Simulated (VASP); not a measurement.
YNb: energy against volume and a worked fit

It takes space group Pm-3m (No. 221, cubic). Conventional cell: a = 3.611 Å, b = 3.611 Å, c = 3.611 Å, α = 90.00°, β = 90.00°, γ = 90.00°. Y (site symmetry m-3m) is surrounded by 8 Nb at 3.13 Å. Nb (site symmetry m-3m) is surrounded by 8 Y at 3.13 Å.

The cell comes from a database or a generator and needn't be the stable form of this composition.

The cell was scaled at fixed shape and fractions and run with VASP, PBE PAW files Nb_sv, Y_sv, 520 eV; PBE, k mesh 7 × 7 × 7 on the cell of 2 atoms, fermi-dirac occupations of 0.05 eV, no spin polarisation, no spin-orbit coupling. Energies are those that the program minimises, any entropy of the smearing included. For a metal such a mesh isn't converged to the digits shown.

```tsv
V (Å³/atom)	energy over the lowest row (meV/atom)
22.1375	21.226
22.6085	9.017
23.0795	2.097
23.5505	0.000
24.0215	2.333
24.4925	?
24.9635	18.918
```

Problem. Fit the third-order Birch-Murnaghan form, give V0, B0 and B′, and predict the energy left open.

Solution. With y = (V0/V)^(2/3), E = E0 + (9 V0 B0/16) [(y - 1)³ B′ + (y - 1)² (6 - 4y)]. Least squares through the rows shown give V0 = 23.5308 Å³/atom, E0 = -0.008 meV, B0 = 75.66 GPa (1 eV/Å³ = 160.218 GPa) and B′ = 3.27, with a largest miss of 0.008 meV. At V = 24.4925 the form with these constants gives 8.756 meV; the run gave 8.743 meV an atom.
